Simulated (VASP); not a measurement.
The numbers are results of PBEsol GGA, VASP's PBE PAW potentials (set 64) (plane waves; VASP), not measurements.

VASP ran on this input.

### POSCAR
```
Au2Ir2
1.0
  0.0108099121   3.9431395377   3.9425488216
  3.9539443112   0.0000051385   3.9533578994
  1.9769747249   1.9769747249   0.0000000000
Ir Au
2 2
Cartesian
  5.9309190361   1.9769798634   3.9533578994
  3.9539468805   1.9769772942   1.9766789497
  0.0054049560   1.9715697689   1.9712744108
  1.9823771116   1.9715723381   3.9479533605
```

**KPOINTS**
```
Automatic mesh
0
Gamma
8 8 15
0 0 0
```

INCAR:
```
LEFG = T
LREAL = F
NEDOS = 601   ! DOS grid
NELM = 100   ! most electronic steps
ISMEAR = -5   ! tetrahedra, Bloechl
LWAVE = F
LORBIT = 11   ! lm-projected
SYSTEM = Au2Ir2
PREC = Accurate
ENCUT = 400   ! plane-wave cut-off (eV)
ISIF = 2
EDIFF = 1E-7
GGA = PS
LMAXMIX = 6   ! l cut-off of mixed one-centre charges
LASPH = T
LCHARG = T
ALGO = Normal
```

POTCAR, in this order: Ir Au (PBE.64 set). Program: vasp_std.

Output

### OSZICAR
```
       N       E                     dE             d eps       ncg     rms          rms(c)
DAV:   1     0.301086075676E+03    0.30109E+03   -0.16732E+04 23336   0.133E+03
DAV:   2    -0.126954216538E+02   -0.31378E+03   -0.30446E+03 24576   0.389E+02
DAV:   3    -0.278383043548E+02   -0.15143E+02   -0.14678E+02 29544   0.815E+01
DAV:   4    -0.281805274172E+02   -0.34222E+00   -0.34152E+00 24352   0.139E+01
DAV:   5    -0.281899465008E+02   -0.94191E-02   -0.94261E-02 29264   0.207E+00    0.256E+01
DAV:   6    -0.263735891143E+02    0.18164E+01   -0.68983E+00 26544   0.246E+01    0.163E+01
DAV:   7    -0.262109631511E+02    0.16263E+00   -0.34328E+00 31712   0.222E+01    0.582E+00
DAV:   8    -0.260402735376E+02    0.17069E+00   -0.95202E-01 33312   0.120E+01    0.311E+00
DAV:   9    -0.260322592045E+02    0.80143E-02   -0.54523E-02 23800   0.199E+00    0.409E-01
DAV:  10    -0.260310766753E+02    0.11825E-02   -0.90033E-03 33176   0.105E+00    0.117E-01
DAV:  11    -0.260310581299E+02    0.18545E-04   -0.49262E-04 23728   0.197E-01    0.275E-02
DAV:  12    -0.260310418683E+02    0.16262E-04   -0.38466E-05 33840   0.649E-02    0.153E-02
DAV:  13    -0.260310464532E+02   -0.45850E-05   -0.14280E-06 24728   0.921E-03    0.316E-03
DAV:  14    -0.260310447484E+02    0.17048E-05   -0.71522E-08 13696   0.288E-03    0.145E-03
DAV:  15    -0.260310450160E+02   -0.26758E-06   -0.38057E-08 12168   0.272E-03    0.262E-04
DAV:  16    -0.260310452775E+02   -0.26151E-06   -0.99253E-09 11896   0.774E-04    0.150E-04
DAV:  17    -0.260310453030E+02   -0.25488E-07   -0.11254E-09 11728   0.329E-04
   1 F= -.26031045E+02 E0= -.26031045E+02  d E =0.000000E+00
```

**OUTCAR**
```
------------------------ aborting loop because EDIFF is reached ----------------------------------------
  FORCE on cell =-STRESS in cart. coord.  units (eV):
  Direction    XX          YY          ZZ          XY          YZ          ZX
  --------------------------------------------------------------------------------------
  Total       -0.0113801     -0.0113801      0.0105826      0.0155972      0.0082506     -0.0082509
  in kB       -0.2962184     -0.2962184      0.2754609      0.4059879      0.2147589     -0.2147673
  external PRESSURE =      -0.1056586 kB  Pullay stress =       0.0000000 kB
  volume of cell :       61.55
      direct lattice vectors                 reciprocal lattice vectors
     0.010809912  3.943139538  3.942548822    -0.126976740  0.126976740  0.126995410
     3.953944311  0.000005139  3.953357899     0.126629566 -0.126629566  0.126301339
     1.976974725  1.976974725  0.000000000     0.253258854  0.252564507 -0.253296749
 POSITION                                       TOTAL-FORCE (eV/Angst)
 -----------------------------------------------------------------------------------
      0.00000      0.00000      0.00000        -0.000000     -0.000000      0.000000
      1.97697      0.00000      1.97668        -0.000000     -0.000000      0.000000
      0.00540      1.97157      1.97127         0.000000     -0.000000     -0.000000
      1.98238      1.97157      3.94795         0.000000      0.000000      0.000000
 -----------------------------------------------------------------------------------
    total drift:                               -0.000000     -0.000000      0.000000
  FREE ENERGIE OF THE ION-ELECTRON SYSTEM (eV)
  ---------------------------------------------------
  free  energy   TOTEN  =       -26.0310453030 eV

  energy  without entropy=      -26.0310453030  energy(sigma->0) =      -26.03104530

 total charge

# of ion       s       p       d       tot
------------------------------------------
    1        0.606   0.572   6.945   8.123
    2        0.606   0.572   6.945   8.123
    3        0.586   0.495   8.703   9.784
    4        0.586   0.495   8.703   9.784
--------------------------------------------------
tot          2.385   2.133  31.296  35.814
```
(Selected blocks of OUTCAR.)

For a metal the tetrahedron method with Blöchl corrections gives inexact stress and forces.

The structure was generated: Au2Ir2 was put into an ordered model structure (R-3m), which need not be its known phase. It was relaxed first.
